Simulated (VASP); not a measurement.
# Zr2Ni: structure and properties in VASP

Aim: relax Zr2Ni, then compute properties on the relaxed cell. The steps: magnetic start: ferromagnetic, magnetic start: antiferromagnetic within the cell, magnetic start: antiferromagnetic, q = (0, 0, 1/2), magnetic start: antiferromagnetic, q = (1/2, 1/2, 1/2), magnetic start: antiferromagnetic, q = (1/2, 0, 0), the orders side by side, relaxing cell and atoms (r2SCAN + rVV10), second relaxation, single point with fields (r2SCAN + rVV10), bands along the symmetry lines (r2SCAN + rVV10), total and projected DOS (r2SCAN + rVV10), zone-centre phonons (r2SCAN + rVV10), volume scan with r2SCAN + rVV10, fit for r2SCAN + rVV10 and a single point (r2SCAN + rVV10) with a changed input. The start is a cell from a database of measured crystal structures.

Main program and level: VASP 6.6.1; r2SCAN with rVV10, spin-polarised from a ferromagnetic start; plane waves and PAW (Zr_sv, Ni), in the first sound run; inputs show where later runs differ.

## Step 1: The structure

It takes space group I4/mcm (No. 140, tetragonal). Conventional cell: a = 6.477 Å, b = 6.477 Å, c = 5.241 Å, α = 90.00°, β = 90.00°, γ = 90.00°. Nearest to Zr lie 4 Ni at 2.76 Å and 3 Zr at 2.98 to 3.07 Å. Ni has 2 Ni at 2.62 Å and 8 Zr at 2.76 Å nearest. Farther neighbours are not listed.

## Step 2: Magnetic start: ferromagnetic

The properties of a magnet depend on its order, so a few collinear patterns are compared first on the cell as listed, beginning with all moments parallel. r2SCAN adds the kinetic-energy density, costs more than a GGA and is run with LASPH. LUSE_VDW switches on a nonlocal correlation term for dispersion.

The input, INCAR:

```
SYSTEM = Zr2Ni
PREC = Accurate
ENCUT = 400
EDIFF = 1E-06
NELM = 100
ISMEAR = 1
SIGMA = 0.2
LREAL = .FALSE.
ALGO = Normal
METAGGA = R2SCAN
LUSE_VDW = .TRUE.
IVDW_NL = 2
BPARAM = 11.95
CPARAM = 0.0093
LASPH = .TRUE.
NBANDS = 47
ISPIN = 2
MAGMOM = 0 0 0 0 1 1
LMAXMIX = 4
LORBIT = 11
LWAVE = .FALSE.
LCHARG = .FALSE.
KPAR = 8
ISIF = 2
```

The input, POSCAR:

```
Zr2Ni
1.0
   -3.2385000000      3.2385000000      2.6205000000
    3.2385000000     -3.2385000000      2.6205000000
    3.2385000000      3.2385000000     -2.6205000000
Zr Ni
4 2
Direct
    0.6629000000      0.1629000000      0.8258000000
    0.1629000000      0.3371000000      0.5000000000
    0.3371000000      0.8371000000      0.1742000000
    0.8371000000      0.6629000000      0.5000000000
    0.2500000000      0.2500000000      0.0000000000
    0.7500000000      0.7500000000      0.0000000000
```

The input, KPOINTS:

```
Automatic mesh
0
Gamma
6 6 6
0 0 0
```

The projector-augmented-wave data sets are Zr_sv and Ni (PBE family, release 64).

On the command line:

```
> mpirun -np 8 vasp_std
```

Output:

```text
[banner, memory and clock lines left out]
running    8 mpi-ranks, on    1 nodes
 distrk:  each k-point on    1 cores,    8 groups
 distr:  one band on    1 cores,    1 groups

 POSCAR found type information on POSCAR ZrNi
 POSCAR found :  2 types and       6 ions
|                                                                             |
|           W    W    AA    RRRRR   N    N  II  N    N   GGGG   !!!           |
|           W    W   A  A   R    R  NN   N  II  NN   N  G    G  !!!           |
|           W    W  A    A  R    R  N N  N  II  N N  N  G       !!!           |
|           W WW W  AAAAAA  RRRRR   N  N N  II  N  N N  G  GGG   !            |
|           WW  WW  A    A  R   R   N   NN  II  N   NN  G    G                |
|           W    W  A    A  R    R  N    N  II  N    N   GGGG   !!!           |
|                                                                             |
|     For optimal performance we recommend to set                             |
|       NCORE = 2 up to number-of-cores-per-socket                            |
|     NCORE specifies how many cores store one orbital (NPAR=cpu/NCORE).      |
|     This setting can greatly improve the performance of VASP for DFT.       |
|     The default, NCORE=1 might be grossly inefficient on modern             |
|     multi-core architectures or massively parallel machines. Do your        |
|     Unfortunately you need to use the default for GW and RPA                |
|     calculations (for HF NCORE is supported but not extensively tested      |
|     yet).                                                                   |
|                                                                             |

|                                                                             |
|               ----> ADVICE to this user running VASP <----                  |
|                                                                             |
|     You have switched on vdW-DFT.                                           |
|     This routine was written and supplied by Jiri Klimes. We recommend      |
|     that you carefully read and cite the following publications:            |
|       J. Klimes, D.R. Bowler, A. Michelides                                 |
|          J. Phys.: Cond Matt. 22 022201 (2010)                              |
|       J. Klimes, D.R. Bowler, A. Michelides                                 |
|          Phys. Rev. B. 83, 195131 (2011)                                    |
|     and references therein.                                                 |
|                                                                             |

|                                                                             |
|               ----> ADVICE to this user running VASP <----                  |
|                                                                             |
|     You enforced a specific xc type in the INCAR file but a different       |
|     [... a line on the potential file left out ...]
|     I HOPE YOU KNOW WHAT YOU ARE DOING!                                     |
|                                                                             |

 LDA part: xc-table for (None), standard interpolation
 POSCAR, INCAR and KPOINTS ok, starting setup
 FFT: planning ... GRIDC
 FFT: planning ... GRID_SOFT
 FFT: planning ... GRID
 WAVECAR not read
 entering main loop
       N       E                     dE             d eps       ncg     rms          rms(c)
Total rVV10 correction in eV:      1.4611731    70.4878365
Total rVV10 correction in eV:      1.4611731    70.4878365
Total rVV10 correction in eV:      1.4611731    70.4878365
Total rVV10 correction in eV:      1.4611731    70.4878365
Total rVV10 correction in eV:      1.4611731    70.4878365
Total rVV10 correction in eV:      1.4611731    70.4878365
Total rVV10 correction in eV:      1.4611731    70.4878365
Total rVV10 correction in eV:      1.4611731    70.4878365
DAV:   1     0.658128935935E+03    0.65813E+03   -0.28187E+04  5640   0.137E+03
DAV:   2    -0.621474575930E+02   -0.72028E+03   -0.69507E+03  5986   0.431E+02
DAV:   3    -0.138370049468E+03   -0.76223E+02   -0.72105E+02  8423   0.132E+02
DAV:   4    -0.147856468527E+03   -0.94864E+01   -0.92807E+01  9217   0.378E+01
DAV:   5    -0.148385499912E+03   -0.52903E+00   -0.52864E+00  8781   0.872E+00    0.396E+01
Total rVV10 correction in eV:      1.3368391    70.4878387
Total rVV10 correction in eV:      1.3368391    70.4878387
Total rVV10 correction in eV:      1.3368391    70.4878387
Total rVV10 correction in eV:      1.3368391    70.4878387
Total rVV10 correction in eV:      1.3368391    70.4878387
Total rVV10 correction in eV:      1.3368391    70.4878387
Total rVV10 correction in eV:      1.3368391    70.4878387
Total rVV10 correction in eV:      1.3368391    70.4878387
DAV:   6    -0.142242930082E+03    0.61426E+01   -0.18641E+02  6620   0.161E+02    0.520E+01
Total rVV10 correction in eV:      1.3623919    70.4878402
Total rVV10 correction in eV:      1.3623919    70.4878402
Total rVV10 correction in eV:      1.3623919    70.4878402
Total rVV10 correction in eV:      1.3623919    70.4878402
Total rVV10 correction in eV:      1.3623919    70.4878402
Total rVV10 correction in eV:      1.3623919    70.4878402
Total rVV10 correction in eV:      1.3623919    70.4878402
Total rVV10 correction in eV:      1.3623919    70.4878402
DAV:   7    -0.117613456933E+03    0.24629E+02   -0.55487E+01  7225   0.515E+01    0.142E+01
Total rVV10 correction in eV:      1.3643330    70.4878399
Total rVV10 correction in eV:      1.3643330    70.4878399
Total rVV10 correction in eV:      1.3643330    70.4878399
Total rVV10 correction in eV:      1.3643330    70.4878399
Total rVV10 correction in eV:      1.3643330    70.4878399
Total rVV10 correction in eV:      1.3643330    70.4878399
Total rVV10 correction in eV:      1.3643330    70.4878399
Total rVV10 correction in eV:      1.3643330    70.4878399
DAV:   8    -0.115510243330E+03    0.21032E+01   -0.12753E+01  7884   0.353E+01    0.934E+00
Total rVV10 correction in eV:      1.3429808    70.4878393
Total rVV10 correction in eV:      1.3429808    70.4878393
Total rVV10 correction in eV:      1.3429808    70.4878393
Total rVV10 correction in eV:      1.3429808    70.4878393
Total rVV10 correction in eV:      1.3429808    70.4878393
Total rVV10 correction in eV:      1.3429808    70.4878393
Total rVV10 correction in eV:      1.3429808    70.4878393
Total rVV10 correction in eV:      1.3429808    70.4878393
DAV:   9    -0.115479780101E+03    0.30463E-01   -0.42512E+00  8433   0.192E+01    0.422E+00
Total rVV10 correction in eV:      1.3428475    70.4878396
Total rVV10 correction in eV:      1.3428475    70.4878396
Total rVV10 correction in eV:      1.3428475    70.4878396
Total rVV10 correction in eV:      1.3428475    70.4878396
Total rVV10 correction in eV:      1.3428475    70.4878396
Total rVV10 correction in eV:      1.3428475    70.4878396
Total rVV10 correction in eV:      1.3428475    70.4878396
Total rVV10 correction in eV:      1.3428475    70.4878396
DAV:  10    -0.115437930182E+03    0.41850E-01   -0.41279E-01  8150   0.366E+00    0.251E+00
Total rVV10 correction in eV:      1.3424630    70.4878395
Total rVV10 correction in eV:      1.3424630    70.4878395
Total rVV10 correction in eV:      1.3424630    70.4878395
Total rVV10 correction in eV:      1.3424630    70.4878395
Total rVV10 correction in eV:      1.3424630    70.4878395
Total rVV10 correction in eV:      1.3424630    70.4878395
Total rVV10 correction in eV:      1.3424630    70.4878395
Total rVV10 correction in eV:      1.3424630    70.4878395
DAV:  11    -0.115434247948E+03    0.36822E-02   -0.52060E-02  8178   0.167E+00    0.142E+00
Total rVV10 correction in eV:      1.3428934    70.4878395
Total rVV10 correction in eV:      1.3428934    70.4878395
Total rVV10 correction in eV:      1.3428934    70.4878395
Total rVV10 correction in eV:      1.3428934    70.4878395
Total rVV10 correction in eV:      1.3428934    70.4878395
Total rVV10 correction in eV:      1.3428934    70.4878395
Total rVV10 correction in eV:      1.3428934    70.4878395
Total rVV10 correction in eV:      1.3428934    70.4878395
DAV:  12    -0.115437070482E+03   -0.28225E-02   -0.24435E-02  7972   0.138E+00    0.203E-01
Total rVV10 correction in eV:      1.3433425    70.4878395
Total rVV10 correction in eV:      1.3433425    70.4878395
Total rVV10 correction in eV:      1.3433425    70.4878395
Total rVV10 correction in eV:      1.3433425    70.4878395
Total rVV10 correction in eV:      1.3433425    70.4878395
Total rVV10 correction in eV:      1.3433425    70.4878395
Total rVV10 correction in eV:      1.3433425    70.4878395
Total rVV10 correction in eV:      1.3433425    70.4878395
DAV:  13    -0.115438095874E+03   -0.10254E-02   -0.49598E-03  8438   0.437E-01    0.160E-01
Total rVV10 correction in eV:      1.3435242    70.4878395
Total rVV10 correction in eV:      1.3435242    70.4878395
Total rVV10 correction in eV:      1.3435242    70.4878395
Total rVV10 correction in eV:      1.3435242    70.4878395
Total rVV10 correction in eV:      1.3435242    70.4878395
Total rVV10 correction in eV:      1.3435242    70.4878395
Total rVV10 correction in eV:      1.3435242    70.4878395
Total rVV10 correction in eV:      1.3435242    70.4878395
DAV:  14    -0.115438077300E+03    0.18573E-04   -0.56309E-04  8455   0.154E-01    0.827E-02
Total rVV10 correction in eV:      1.3435654    70.4878395
Total rVV10 correction in eV:      1.3435654    70.4878395
Total rVV10 correction in eV:      1.3435654    70.4878395
Total rVV10 correction in eV:      1.3435654    70.4878395
Total rVV10 correction in eV:      1.3435654    70.4878395
Total rVV10 correction in eV:      1.3435654    70.4878395
Total rVV10 correction in eV:      1.3435654    70.4878395
Total rVV10 correction in eV:      1.3435654    70.4878395
DAV:  15    -0.115438063850E+03    0.13450E-04   -0.16393E-04  7912   0.921E-02    0.339E-02
Total rVV10 correction in eV:      1.3435087    70.4878395
Total rVV10 correction in eV:      1.3435087    70.4878395
Total rVV10 correction in eV:      1.3435087    70.4878395
Total rVV10 correction in eV:      1.3435087    70.4878395
Total rVV10 correction in eV:      1.3435087    70.4878395
Total rVV10 correction in eV:      1.3435087    70.4878395
Total rVV10 correction in eV:      1.3435087    70.4878395
Total rVV10 correction in eV:      1.3435087    70.4878395
DAV:  16    -0.115438064896E+03   -0.10465E-05   -0.24931E-05  6982   0.261E-02    0.168E-02
Total rVV10 correction in eV:      1.3435070    70.4878395
Total rVV10 correction in eV:      1.3435070    70.4878395
Total rVV10 correction in eV:      1.3435070    70.4878395
Total rVV10 correction in eV:      1.3435070    70.4878395
Total rVV10 correction in eV:      1.3435070    70.4878395
Total rVV10 correction in eV:      1.3435070    70.4878395
Total rVV10 correction in eV:      1.3435070    70.4878395
Total rVV10 correction in eV:      1.3435070    70.4878395
DAV:  17    -0.115438063658E+03    0.12384E-05   -0.44753E-06  5484   0.173E-02    0.649E-03
Total rVV10 correction in eV:      1.3435122    70.4878395
Total rVV10 correction in eV:      1.3435122    70.4878395
Total rVV10 correction in eV:      1.3435122    70.4878395
Total rVV10 correction in eV:      1.3435122    70.4878395
Total rVV10 correction in eV:      1.3435122    70.4878395
Total rVV10 correction in eV:      1.3435122    70.4878395
Total rVV10 correction in eV:      1.3435122    70.4878395
Total rVV10 correction in eV:      1.3435122    70.4878395
DAV:  18    -0.115438063385E+03    0.27271E-06   -0.17891E-06  4422   0.918E-03
Total rVV10 correction in eV:      1.3435157    70.4878395
Total rVV10 correction in eV:      1.3435157    70.4878395
Total rVV10 correction in eV:      1.3435157    70.4878395
Total rVV10 correction in eV:      1.3435157    70.4878395
Total rVV10 correction in eV:      1.3435157    70.4878395
Total rVV10 correction in eV:      1.3435157    70.4878395
Total rVV10 correction in eV:      1.3435157    70.4878395
Total rVV10 correction in eV:      1.3435157    70.4878395
Total rVV10 correction in eV:      1.3435161    70.4878395
Total rVV10 correction in eV:      1.3435161    70.4878395
Total rVV10 correction in eV:      1.3435161    70.4878395
Total rVV10 correction in eV:      1.3435161    70.4878395
Total rVV10 correction in eV:      1.3435161    70.4878395
Total rVV10 correction in eV:      1.3435161    70.4878395
Total rVV10 correction in eV:      1.3435161    70.4878395
Total rVV10 correction in eV:      1.3435161    70.4878395
   1 F= -.11543806E+03 E0= -.11543705E+03  d E =-.303152E-02  mag=    -0.0001
```

Run time: 2.7 min. Hardware: 8 MPI ranks of Intel Xeon 6975P-C (Granite Rapids), shared host; peak memory 4.5 GiB.

The logs omit lines about the potential files and the build; timing stands in the text.

(Part 1 of 17 ends here.)

[Lines on the potential files, build, host, timing and source positions are cut from VASP's logs without a mark.]

[Logs are printed without paths, hosts, clocks, repeated set-up lines and the standing remarks that a program may print on its own settings, such as how far it seeks lower states.]

[Hosts, paths, dates, database ids (printed as entryN), source tags and the programs' standing remarks are cut or masked in the printed files.]

[A measured line is paired with the nearest computed mode of its activity, which favours agreement.]

[In band tables of VASP the shares of atoms and orbitals are scaled to a sum of 1 inside the atoms' spheres.]
